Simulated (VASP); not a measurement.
Computed with PBE GGA with D3 dispersion (Becke-Johnson damping), VASP's PBE PAW potentials (set 64) (plane waves; VASP).

VASP ran on this input.

### POSCAR
```
Rb
1.0
 -2.7804526148   2.7804526148   2.7804526148
  2.7804526148  -2.7804526148   2.7804526148
  2.7804526148   2.7804526148  -2.7804526148
Rb
1
Cart
  0.0000000000   0.0000000000   0.0000000000
```

**INCAR**
```
LORBIT = 11   # lm-projected
NEDOS = 601   # DOS grid
ENCUT = 520   # plane-wave cut-off (eV)
ISMEAR = -5
LREAL = F   # projection in real space or not
ISIF = 2   # forces and stress, cell fixed
EDIFF = 1E-7   # SCF stop (eV)
ALGO = Normal   # blocked Davidson
GGA = PE   # PBE
SYSTEM = Rb
NELM = 100
IVDW = 12   # D3, Becke-Johnson
PREC = Accurate
LASPH = T
LWAVE = F
LMAXMIX = 4
LCHARG = T
```

### KPOINTS
```
Automatic
0
gamma
  10 10 10
0 0 0
```

POTCAR, in this order: Rb_sv (PBE.64 set). Program: vasp_std.

What VASP printed:

File OSZICAR:
```
       N       E                     dE             d eps       ncg     rms          rms(c)
DAV:   1     0.471856787493E+02    0.47186E+02   -0.33944E+03   752   0.828E+02
DAV:   2     0.176041467465E+01   -0.45425E+02   -0.44878E+02   856   0.137E+02
DAV:   3    -0.857102179101E+00   -0.26175E+01   -0.26164E+01  1000   0.396E+01
DAV:   4    -0.931379153341E+00   -0.74277E-01   -0.74213E-01  1208   0.564E+00
DAV:   5    -0.931931752978E+00   -0.55260E-03   -0.55260E-03  1152   0.402E-01    0.132E+00
DAV:   6    -0.932204323906E+00   -0.27257E-03   -0.19304E-03  1160   0.298E-01    0.800E-01
DAV:   7    -0.932979385673E+00   -0.77506E-03   -0.36165E-03   952   0.410E-01    0.487E-02
DAV:   8    -0.933082656885E+00   -0.10327E-03   -0.14053E-04  1104   0.118E-01    0.151E-02
DAV:   9    -0.933090885383E+00   -0.82285E-05   -0.70444E-06  1080   0.235E-02    0.429E-03
DAV:  10    -0.933090568744E+00    0.31664E-06   -0.30673E-06  1248   0.115E-02    0.890E-04
DAV:  11    -0.933090598681E+00   -0.29937E-07   -0.42693E-08   896   0.179E-03
   1 F= -.10406413E+01 E0= -.10406413E+01  d E =0.000000E+00
```

OUTCAR:
```
------------------------ aborting loop because EDIFF is reached ----------------------------------------
 Edisp (eV)   -0.10755
  FORCE on cell =-STRESS in cart. coord.  units (eV):
  Direction    XX          YY          ZZ          XY          YZ          ZX
  --------------------------------------------------------------------------------------
  Total      -0.01003    -0.01003    -0.01003     0.00000    -0.00000     0.00000
  in kB      -0.18690    -0.18690    -0.18690     0.00000    -0.00000     0.00000
  external pressure =       -0.19 kB  Pullay stress =        0.00 kB
  volume of cell :       85.98
      direct lattice vectors                 reciprocal lattice vectors
    -2.780452615  2.780452615  2.780452615     0.000000000  0.179826837  0.179826837
     2.780452615 -2.780452615  2.780452615     0.179826837  0.000000000  0.179826837
     2.780452615  2.780452615 -2.780452615     0.179826837  0.179826837  0.000000000
 POSITION                                       TOTAL-FORCE (eV/Angst)
 -----------------------------------------------------------------------------------
      0.00000      0.00000      0.00000         0.000000     -0.000000      0.000000
 -----------------------------------------------------------------------------------
    total drift:                               -0.000000      0.000000      0.000000
  FREE ENERGIE OF THE ION-ELECTRON SYSTEM (eV)
  ---------------------------------------------------
  free  energy   TOTEN  =        -1.0406413125 eV

  energy  without entropy=       -1.0406413125  energy(sigma->0) =       -1.04064131

 total charge

# of ion       s       p       d       tot
------------------------------------------
    1        1.966   5.319   0.006   7.291
```
(Selected blocks of OUTCAR.)

For a metal the tetrahedron method with Blöchl corrections gives inexact stress and forces.

The compound is Rb in the bcc structure. It was relaxed first.
